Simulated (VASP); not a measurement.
The system is InP (e600).

```
In P
1.0
     0.00000    2.93050    2.93050
     2.93050    0.00000    2.93050
     2.93050    2.93050    0.00000
In P
1 1
Direct
  0.00000 0.00000 0.00000
  0.25000 0.25000 0.25000
```

* Program: VASP 6.6.1
* Task: relaxation of cell and atoms
* Functional: PBE
* Potentials or basis: VASP PAW PBE potentials, release 64 (In_d, P)
* Cutoff: 600 eV
* k mesh: 8 × 8 × 8
* Occupations: gaussian, width 0.02 eV
* Spin: no spin polarisation

At the start: pressure 3.3 GPa; volume 25.17 Å³/atom.

**Question.** How do energy, volume and symmetry change on relaxing?

**Answer.** Over 3 steps the energy falls by 12.5 meV/atom and the volume is 26.44 Å³/atom (+5.1 %); space group F-43m (No. 216, to 0.05 Å).

Step by step:
| step | energy change (eV) | largest force (eV/Å) | pressure (GPa) | volume (Å³) |
| --- | --- | --- | --- | --- |
| 1 | 0.0000 | 0.0000 | 3.30 | 50.33 |
| 2 | -0.0192 | 0.0000 | -1.39 | 54.20 |
| 3 | -0.0251 | 0.0000 | 0.01 | 52.88 |

Final structure:
```
In P
1.0
     0.00000    2.97915    2.97915
     2.97915    0.00000    2.97915
     2.97915    2.97915    0.00000
In P
1 1
Direct
  0.00000 0.00000 0.00000
  0.25000 0.25000 0.25000
```
